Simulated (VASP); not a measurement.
Computed with G0W0 on PBE orbitals, VASP's PBE PAW potentials (set 64) (plane waves; VASP).

VASP ran on this input.

KPOINTS:
```
K-points
0
gamma
6 6 6
0 0 0
```

**INCAR**
```
SYSTEM=MgO
PREC=Normal; ENCUT=500; LREAL=.FALSE.
LASPH=.TRUE.; NBANDS=128
ALGO=EVGW0
ISMEAR=0; SIGMA=0.01
GGA=PE
LWAVE=.TRUE.; LCHARG=.FALSE.
ENCUTGW=180; NELMGW=1; NOMEGA=64
NBANDSGW=18; LSPECTRALGW=.TRUE.
```

### POSCAR
```
MgO
1
    0.0000000000     2.1050000000     2.1050000000
    2.1050000000     0.0000000000     2.1050000000
    2.1050000000     2.1050000000     0.0000000000
Mg O
1 1
Direct
  0.0000000000   0.0000000000   0.0000000000
  0.5000000000   0.5000000000   0.5000000000
```

POTCAR, in this order: Mg_sv_GW O_GW_new (PBE.64 set). Program: vasp_std. Read from the step before: W*.

Output

OSZICAR:
```
energies w=
    0.000    0.000    1.792    0.000    3.580    0.000    5.361    0.000
    7.131    0.000    8.887    0.000   10.628    0.000   12.350    0.000
   14.052    0.000   15.733    0.000   17.392    0.000   19.029    0.000
   20.645    0.000   22.240    0.000   23.815    0.000   25.371    0.000
   26.911    0.000   28.436    0.000   29.948    0.000   31.449    0.000
   32.943    0.000   34.431    0.000   35.916    0.000   37.401    0.000
   38.890    0.000   40.386    0.000   41.891    0.000   43.410    0.000
   44.947    0.000   46.505    0.000   48.089    0.000   49.705    0.000
   51.356    0.000   53.048    0.000   54.789    0.000   56.584    0.000
   58.440    0.000   60.368    0.000   62.374    0.000   64.471    0.000
   66.670    0.000   68.985    0.000   71.431    0.000   74.026    0.000
   76.792    0.000   79.752    0.000   82.935    0.000   86.376    0.000
   90.114    0.000   94.198    0.000   98.689    0.000  103.657    0.000
  109.194    0.000  115.411    0.000  122.452    0.000  130.502    0.000
  139.801    0.000  150.674    0.000  163.562    0.000  179.085    0.000
  198.141    0.000  222.080    0.000  253.034    0.000  294.570    0.000
NQ=   1    0.0000    0.0000    0.0000,
 performed        488000 updates of chi_q(r,r)
NQ=   2    0.1667    0.0000    0.0000,
 performed       1400000 updates of chi_q(r,r)
NQ=   3    0.3333    0.0000    0.0000,
 performed       2312000 updates of chi_q(r,r)
NQ=   4    0.5000    0.0000    0.0000,
 performed       2993000 updates of chi_q(r,r)
NQ=   5    0.1667    0.1667    0.0000,
 performed       3799000 updates of chi_q(r,r)
NQ=   6    0.3333    0.1667    0.0000,
 performed       5098000 updates of chi_q(r,r)
NQ=   7    0.5000    0.1667    0.0000,
 performed       6397000 updates of chi_q(r,r)
NQ=   8   -0.3333    0.1667    0.0000,
 performed       7696000 updates of chi_q(r,r)
NQ=   9   -0.1667    0.1667    0.0000,
 performed       8755000 updates of chi_q(r,r)
NQ=  10    0.3333    0.3333    0.0000,
 performed       9561000 updates of chi_q(r,r)
NQ=  11    0.5000    0.3333    0.0000,
 performed      10860000 updates of chi_q(r,r)
NQ=  12   -0.3333    0.3333    0.0000,
 performed      11919000 updates of chi_q(r,r)
NQ=  13    0.5000    0.5000    0.0000,
 performed      12545000 updates of chi_q(r,r)
NQ=  14    0.5000    0.3333    0.1667,
 performed      13853000 updates of chi_q(r,r)
NQ=  15   -0.3333    0.3333    0.1667,
 performed      15041000 updates of chi_q(r,r)
NQ=  16   -0.3333    0.5000    0.1667,
 performed      16100000 updates of chi_q(r,r)
 resolving degeneracies of screened two electron integrals
```

File OUTCAR:
```


 k-point   1 :       0.0000    0.0000    0.0000
  band No.  KS-energies  QP-energies   sigma(KS)   V_xc(KS)     V^pw_x(r,r')   Z            occupation Imag(sigma)

      1     -67.8881     -79.2886     -47.8910     -33.7091     -56.4598       0.8039       2.0000       0.6725
      2     -34.6193     -41.6472     -41.7262     -33.1406     -48.6685       0.8186       2.0000       0.3057
      3     -34.6193     -41.6472     -41.7262     -33.1406     -48.6685       0.8186       2.0000       0.3057
      4     -34.6193     -41.6472     -41.7262     -33.1406     -48.6685       0.8186       2.0000       0.3057
      5     -12.8509     -15.3408     -21.7542     -18.3735     -30.1831       0.7365       2.0000       1.4941
      6       4.4047       2.8974     -21.8004     -19.8788     -25.4011       0.7844       2.0000       0.2457
      7       4.4047       2.8974     -21.8004     -19.8788     -25.4011       0.7844       2.0000       0.2457
      8       4.4047       2.8974     -21.8004     -19.8788     -25.4011       0.7844       2.0000       0.2457
      9       9.1502      10.1840     -12.2136     -13.4456      -8.6908       0.8391       0.0000      -0.1487
     10      20.2164      21.2744      -8.3542      -9.6162      -3.6839       0.8383       0.0000      -0.2680
     11      20.2164      21.2744      -8.3542      -9.6162      -3.6839       0.8383       0.0000      -0.2680
     12      20.2164      21.2744      -8.3542      -9.6162      -3.6839       0.8383       0.0000      -0.2680
     13      24.1149      24.6436      -7.2786      -7.9230      -1.7265       0.8205       0.0000      -0.7462
     14      25.9082      27.2798      -9.2148     -10.8571      -4.2156       0.8352       0.0000      -0.3534
     15      25.9082      27.2798      -9.2148     -10.8571      -4.2156       0.8352       0.0000      -0.3534
     16      28.7807      30.4232     -10.9641     -12.9657      -5.0548       0.8206       0.0000      -0.7366
     17      28.7807      30.4232     -10.9641     -12.9657      -5.0548       0.8206       0.0000      -0.7366
     18      28.7807      30.4232     -10.9641     -12.9657      -5.0548       0.8206       0.0000      -0.7366

 k-point   2 :       0.1667    0.0000    0.0000
  band No.  KS-energies  QP-energies   sigma(KS)   V_xc(KS)     V^pw_x(r,r')   Z            occupation Imag(sigma)

      1     -67.8912     -79.2391     -47.8960     -33.7162     -56.4669       0.8003       2.0000       0.6718
      2     -34.6415     -41.5979     -41.6783     -33.0936     -48.6223       0.8103       2.0000       0.3134
      3     -34.6218     -41.6439     -41.7208     -33.1374     -48.6633       0.8181       2.0000       0.3052
      4     -34.6218     -41.6439     -41.7208     -33.1374     -48.6633       0.8181       2.0000       0.3052
      5     -12.5628     -15.0377     -22.0023     -18.6430     -30.4013       0.7368       2.0000       1.4619
      6       2.8943       1.2237     -20.1100     -17.9790     -23.6574       0.7840       2.0000       0.2735
      7       4.2264       2.6884     -21.6222     -19.6601     -25.2507       0.7838       2.0000       0.2504
      8       4.2264       2.6884     -21.6222     -19.6601     -25.2507       0.7838       2.0000       0.2504
      9      10.5736      11.7195     -13.1286     -14.5088      -9.5925       0.8302       0.0000      -0.1581
     10      17.8847      18.9223      -8.9710     -10.2191      -4.3558       0.8314       0.0000      -0.2638
     11      20.7922      21.9057      -8.7046     -10.0390      -3.9423       0.8344       0.0000      -0.2896
     12      20.7922      21.9057      -8.7046     -10.0390      -3.9423       0.8344       0.0000      -0.2896
     13      24.6520      26.0411      -9.6234     -11.2960      -4.5644       0.8305       0.0000      -0.3705
     14      24.6520      26.0411      -9.6234     -11.2960      -4.5644       0.8305       0.0000      -0.3705
     15      26.7390      27.8696      -9.3010     -10.6559      -3.5768       0.8344       0.0000      -0.8100
     16      29.6641      30.8795      -8.7184     -10.1355      -3.0339       0.8577       0.0000      -0.9269
     17      31.2356      32.9316     -10.7036     -12.7470      -4.6997       0.8300       0.0000      -0.8400
     18      31.2356      32.9316     -10.7036     -12.7470      -4.6997       0.8300       0.0000      -0.8400

 k-point   3 :       0.3333    0.0000    0.0000
  band No.  KS-energies  QP-energies   sigma(KS)   V_xc(KS)     V^pw_x(r,r')   Z            occupation Imag(sigma)

      1     -67.8857     -79.2573     -47.9011     -33.7228     -56.4735       0.8020       2.0000       0.6700
      2     -34.6850     -41.6057     -41.5808     -32.9997     -48.5276       0.8065       2.0000       0.3283
      3     -34.6263     -41.6367     -41.7098     -33.1291     -48.6525       0.8170       2.0000       0.3041
      4     -34.6263     -41.6367     -41.7098     -33.1291     -48.6525       0.8170       2.0000       0.3041
      5     -11.9094     -14.3544     -22.6267     -19.3177     -30.9713       0.7389       2.0000       1.3862
      6       0.7347      -1.2071     -18.6701     -16.1649     -22.5483       0.7751       2.0000       0.3576
      7       3.9013       2.3055     -21.3176     -19.2788     -24.9984       0.7828       2.0000       0.2590
      8       3.9013       2.3055     -21.3176     -19.2788     -24.9984       0.7828       2.0000       0.2590
      9      12.0933      13.2294     -11.5538     -12.9149      -7.6510       0.8347       0.0000      -0.1813
     10      16.7429      18.1603     -12.1693     -13.9215      -7.5178       0.8089       0.0000      -0.2733
     11      21.0202      22.3008      -9.6179     -11.1554      -4.8601       0.8329       0.0000      -0.2858
     12      21.0202      22.3008      -9.6179     -11.1554      -4.8601       0.8329       0.0000      -0.2858
     13      25.3320      26.6172      -9.5161     -11.0795      -4.0970       0.8221       0.0000      -0.5079
     14      25.3320      26.6172      -9.5161     -11.0795      -4.0970       0.8221       0.0000      -0.5079
     15      25.8830      27.0921      -9.5835     -11.0451      -3.9143       0.8272       0.0000      -0.6472
     16      33.6598      35.1216      -8.8802     -10.5613      -3.0641       0.8695       0.0000      -1.3032
     17      34.3997      36.2991     -11.0148     -13.2837      -4.7399       0.8372       0.0000      -1.0708
     18      34.3997      36.2991     -11.0148     -13.2837      -4.7399       0.8372       0.0000      -1.0708

 k-point   4 :       0.5000    0.0000    0.0000
  band No.  KS-energies  QP-energies   sigma(KS)   V_xc(KS)     V^pw_x(r,r')   Z            occupation Imag(sigma)

      1     -67.8844     -79.2703     -47.9042     -33.7271     -56.4776       0.8031       2.0000       0.6692
      2     -34.7066     -41.5928     -41.5325     -32.9539     -48.4805       0.8027       2.0000       0.3355
      3     -34.6286     -41.6325     -41.7039     -33.1251     -48.6468       0.8164       2.0000       0.3035
      4     -34.6286     -41.6325     -41.7039     -33.1251     -48.6468       0.8164       2.0000       0.3035
      5     -11.5350     -13.9648     -23.0396     -19.7628     -31.3648       0.7415       2.0000       1.3423
      6      -0.2139      -2.2573     -18.0391     -15.3816     -22.0740       0.7689       2.0000       0.4080
      7       3.7471       2.1279     -21.1839     -19.1119     -24.8894       0.7815       2.0000       0.2629
      8       3.7471       2.1279     -21.1839     -19.1119     -24.8894       0.7815       2.0000       0.2629
      9      12.3196      13.3392     -10.2402     -11.4510      -6.2743       0.8420       0.0000      -0.1811
     10      17.0344      18.7332     -14.3187     -16.4684      -9.4517       0.7903       0.0000      -0.3066
     11      20.7615      22.0904      -9.8870     -11.4791      -5.1805       0.8347       0.0000      -0.2728
     12      20.7615      22.0904      -9.8870     -11.4791      -5.1805       0.8347       0.0000      -0.2728
     13      25.3288      26.4433      -9.1860     -10.5358      -3.5696       0.8257       0.0000      -0.6091
     14      26.9226      28.1951      -9.8488     -11.4121      -3.9161       0.8139       0.0000      -0.7265
     15      26.9226      28.1951      -9.8488     -11.4121      -3.9161       0.8139       0.0000      -0.7265
     16      32.9997      34.6527      -9.5180     -11.4164      -3.8862       0.8707       0.0000      -1.1670
     17      35.2920      37.0499      -9.7672     -11.8015      -4.3383       0.8641       0.0000      -0.8944
     18      35.2920      37.0499      -9.7672     -11.8015      -4.3383       0.8641       0.0000      -0.8944

 k-point   5 :       0.1667    0.1667    0.0000
  band No.  KS-energies  QP-energies   sigma(KS)   V_xc(KS)     V^pw_x(r,r')   Z            occupation Imag(sigma)

      1     -67.8905     -79.2547     -47.8969     -33.7175     -56.4681       0.8015       2.0000       0.6716
      2     -34.6399     -41.6031     -41.6775     -33.0969     -48.6227       0.8115       2.0000       0.3121
      3     -34.6268     -41.6313     -41.7129     -33.1272     -48.6543       0.8158       2.0000       0.3062
      4     -34.6268     -41.6313     -41.7129     -33.1272     -48.6543       0.8158       2.0000       0.3062
      5     -12.4756     -14.9483     -22.0705     -18.7190     -30.4616       0.7378       2.0000       1.4528
      6       2.8151       1.1453     -19.9977     -17.8663     -23.5397       0.7834       2.0000       0.2750
      7       4.0151       2.4421     -21.4417     -19.4328     -25.0882       0.7830       2.0000       0.2548
      8       4.0151       2.4421     -21.4417     -19.4328     -25.0882       0.7830       2.0000       0.2548
      9      11.0553      12.2591     -13.5023     -14.9612      -9.9282       0.8251       0.0000      -0.1638
     10      17.1233      18.0145      -7.9888      -9.0490      -3.5002       0.8406       0.0000      -0.2386
     11      21.0935      22.3132      -9.4790     -10.9576      -4.5668       0.8250       0.0000      -0.3213
     12      21.0935      22.3132      -9.4790     -10.9576      -4.5668       0.8250       0.0000      -0.3213
     13      22.1181      23.5018     -10.0331     -11.6991      -5.1046       0.8306       0.0000      -0.3186
     14      26.7540      28.1450      -9.2588     -10.9241      -4.1852       0.8353       0.0000      -0.3886
     15      29.0799      29.9591      -7.5069      -8.4996      -1.9340       0.8856       0.0000      -1.1032
     16      30.1007      31.6767     -10.2798     -12.1825      -4.4047       0.8283       0.0000      -0.7792
     17      30.1007      31.6767     -10.2798     -12.1825      -4.4047       0.8283       0.0000      -0.7792
...
```
(Selected blocks of OUTCAR.)

The mesh is coarse and the basis finite, so the quasiparticle values are not converged.

The compound is MgO in the rock salt structure. The cell was not relaxed at this level. The k-mesh is coarse (spacing up to 0.43 per Å, 2π included), so the numbers may not be converged in it.
